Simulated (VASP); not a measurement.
Data:

```
CELL_PARAMETERS angstrom
      1.85130    -3.20655     0.00000
      1.85130     3.20655     0.00000
      0.00000     0.00000     5.89560
ATOMIC_POSITIONS crystal
  Gd 0.33333 0.66667 0.25000
  Gd 0.66667 0.33333 0.75000
```

Level of theory: PBE GGA, VASP's PBE PAW potentials (set 64) (plane waves; VASP 6.6.1). Numerical set-up: 200 eV cut-off, 10×10×6 Γ-centred mesh, first-order Methfessel-Paxton smearing of 0.10 eV, potentials Gd_3.

The 4f electrons are frozen in the core of the lanthanide potential, so 4f levels, which can set the real gap, and their magnetism are missing. At this cut-off the stress carries a Pulay error, which pulls relaxed volumes low.

Task: Give the stress tensor in GPa (positive for a compressed cell).

Result: 
```
-1.98   0.00   0.00
 0.00  -1.98   0.00
 0.00   0.00  -3.09
```
The pressure is its mean diagonal, -2.35 GPa.

The compound is Gd in the hcp structure. The cell was not relaxed at this level. The run is one of a series of settings (ENCUT = 200 against the base run), some of them coarse on purpose.
